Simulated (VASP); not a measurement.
La3Tl, 4 atoms in the cell. It takes space group Pm-3m (No. 221, cubic). The conventional cell has a = 5.060 Å, b = 5.060 Å, c = 5.060 Å, α = 90.00°, β = 90.00°, γ = 90.00°. La (site symmetry 4/mmm) is surrounded by 8 La at 3.58 Å and 4 Tl at 3.58 Å. Tl (site symmetry m-3m) is surrounded by 12 La at 3.58 Å. 

- Program: VASP 6.6.1
- Task: relaxation of cell and atoms
- Functional: PBEsol
- Potentials or basis: VASP PAW PBE potentials, release 64 (La, Tl_d)
- Cutoff: 600 eV
- k mesh: 5 × 5 × 5
- Occupations: fermi-dirac, width 0.1 eV
- Spin: no spin polarisation
- Dipole correction: no
- Further INCAR settings: ALGO = Fast; EDIFF = 1e-06; IBRION = 2; EDIFFG = -0.02; NSW = 80; ISIF = 8

Potentials or basis: VASP PAW PBE potentials, release 64 (La, Tl_d).

Run with:

```sh
$ cat potpaw_PBE.64/La/POTCAR potpaw_PBE.64/Tl_d/POTCAR > POTCAR
$ mpirun -np 1 vasp_std > vasp.out
```

Hardware: 1 thread of Intel(R) Xeon(R) 6975P-C (Granite Rapids), on a shared host.

Question: Estimate the wall time of this run.

Answer: Wall time 3.9 min on 1 thread of Intel(R) Xeon(R) 6975P-C (Granite Rapids), on a shared host, peak memory 0.29 GiB. Counts: scf iterations 120, k points 10, ion steps 3.
